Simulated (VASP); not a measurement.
Given:

```xyz
2
Lattice="1.3572 -2.3507 0.0000 1.3572 2.3507 0.0000 0.0000 0.0000 4.3480" Properties=species:S:1:pos:R:3 pbc="T T T"
Tc     1.3572     0.7836     1.0870
Tc     1.3572    -0.7836     3.2610
```

Computed with PBEsol GGA, VASP's PBE PAW potentials (set 64) (plane waves; VASP). Settings: 480 eV cut-off, 14×14×8 Γ-centred mesh, first-order Methfessel-Paxton smearing of 0.10 eV, potentials Tc_pv.

Q: Estimate the energy per atom (σ→0), pressure, band gap (on the k-mesh) with the smallest direct gap where there is one.

A: 
```
Item                                                         Value
------------------------  ----------------------------------------
band gap (on the k-mesh)  none (metal, semimetal or under 0.01 eV)
energy per atom (σ→0)                              -11265 meV/atom
pressure                                                  1.99 GPa
```

The absolute energy has meaning only against runs of the same code, potentials and settings.

The compound is Tc in the hcp structure. It was relaxed first under an external pressure of 2 GPa.
